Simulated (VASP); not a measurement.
Input:

```
CsCl
1.0
    4.07422     0.00000     0.00000
    0.00000     4.07422     0.00000
    0.00000     0.00000     4.07422
Cs Cl
1 1
Direct
  0.00000   0.00000   0.00000
  0.50000   0.50000   0.50000
```

Computed with PBEsol GGA, VASP's PBE PAW potentials (set 64) (plane waves; VASP). Numerical set-up: 400 eV cut-off, 7×7×7 Γ-centred mesh, tetrahedra with Blöchl corrections, potentials Cs_sv Cl.

Unless said otherwise, spin-orbit coupling is left out, though it shifts the bands of the heavy elements here.

Problem. Estimate the energy per atom (σ→0), band gap (on the k-mesh) with the smallest direct gap where there is one.

Solution. 
| Property | Result |
|---|---|
| band gap (on the k-mesh) | 5.21 eV |
| smallest direct gap (on the k-mesh) | 5.21 eV |
| energy per atom (σ→0) | -3.423 eV/atom |

The structure was generated: CsCl was put into the CsCl type type (Pm-3m), which need not be its known phase. It was relaxed first, which changed the volume by -26 %.
